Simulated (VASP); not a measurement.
```
CELL_PARAMETERS angstrom
      0.00000     3.18369     3.18369
      3.18369     0.00000     3.18369
      3.18369     3.18369     0.00000
ATOMIC_POSITIONS crystal
  Ba 0.00000 0.00000 0.00000
  F  0.25000 0.25000 0.25000
  F  0.75000 0.75000 0.75000
```

Level of theory: revPBE GGA, VASP's PBE PAW potentials (set 64) (plane waves; VASP 6.6.1). Numerical set-up: 520 eV cut-off, Gaussian smearing of 0.050 eV, potentials Ba_sv F.

Unless said otherwise, spin-orbit coupling is left out, though it shifts the bands of the heavy elements here.

Give the energies of bands 7 to 15 at the high-symmetry points, in eV from the valence-band maximum.

```tsv
band	Γ	X	U	L	W
7	-1.25	-1.30	-1.10	-0.89	-1.05
8	-1.25	-0.36	-0.53	-0.89	-0.61
9	-1.25	-0.36	-0.42	-0.57	-0.32
10	-0.04	-0.27	-0.36	-0.33	-0.32
11	-0.04	-0.27	-0.14	-0.17	-0.22
12	-0.04	-0.06	-0.12	-0.17	-0.11
13	6.70	7.26	7.54	8.73	7.57
14	8.92	8.65	8.98	8.91	9.45
15	8.92	10.18	9.57	8.91	9.45
```

The gap is indirect, 6.70 eV, from the valence maximum at K-Γ at 0.43 to the conduction minimum at Γ.

Measured: gap 10.50 eV (computed value off by -3.80 eV), as given by Andrés Aguado et al., Journal of the Physical Society of Japan (1999), arXiv:cond-mat/9901145.

The compound is BaF2 in the fluorite structure. It was relaxed first, which changed the volume by +8 %.
